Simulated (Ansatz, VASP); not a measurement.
Ge2Te3O in VASP and in Ansatz

```xyz
6
Lattice="5.0299 0.0000 0.0000 -2.5150 4.3560 0.0000 0.0000 0.0000 7.4978" Properties=species:S:1:pos:R:3 pbc="T T T"
Ge    0.0000    0.0000    5.6518
Ge    0.0000    0.0000    1.8460
Te    2.5150    0.0000    0.0000
Te   -1.2575    2.1780    0.0000
Te    1.2575    2.1780    0.0000
O     0.0000    0.0000    3.7489
```

Alike in both runs: task single point; functional PBE; k mesh 6 × 6 × 2; occupations gaussian, width 0.1 eV; no spin polarisation.

|  | VASP | Ansatz |
| --- | --- | --- |
| version | VASP 6.6.1 | Ansatz 0.2.0 |
| potentials or method | VASP PAW PBE potentials, release 64 (Ge_d, Te, O) | scalar-relativistic, plane waves, PAW |
| plane-wave cutoff (eV) | 520 | 420 |
| valence electrons in the cell | 52 | 82 |

|  | VASP | Ansatz | Ansatz less VASP |
| --- | --- | --- | --- |
| gap on the k mesh at the Fermi level (eV) | none | none | - |
| rms of the force components (eV/Å) | 0.732 | 0.740 | +0.0080 |

Atom by atom the forces differ by 0.008 eV/Å (rms over components). A gap of «none» marks a metal or a gap that the smearing closes. The two sets of potentials don't hold the same shells in valence.

Caveats: the k mesh is coarse (spacing up to 0.42 Å⁻¹), so the values aren't converged; forces of over 1 eV/Å show positions far from the minimum, so gaps and moduli don't describe the material at rest. Spin-orbit coupling is left out, which matters for the levels of Te.
